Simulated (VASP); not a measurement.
The system is AgF, a sheet with vacuum.

```
Ag F
1.0
     3.12210    0.00000    0.00000
     0.00000    4.14288    0.00000
     0.00000    0.00000   23.80000
Ag F
1 1
Direct
  0.00000 0.50000 0.29412
  0.00000 0.00000 0.29412
```

The cell was built by a generator and needn't be a form met in nature.

Base run:

- Program: VASP 6.6.1
- Functional: PBE
- Potentials or basis: VASP PAW PBE potentials, release 64 (Ag, F)
- Cutoff: 520 eV
- k mesh: 9 × 7 × 1
- Occupations: fermi-dirac, width 0.05 eV
- Spin: no spin polarisation
- Hubbard terms: Ag d U = 4 eV

Its results: band gap on the k mesh 1.71 eV, indirect (least direct gap 3.49 eV).

The run is repeated on the same cell with these changes: hubbard terms from Ag d U = 4 eV to Ag d U = 5 eV. What comes out?

Band gap on the k mesh 1.88 eV, indirect (least direct gap 3.46 eV).

A k mesh can miss the band edges.
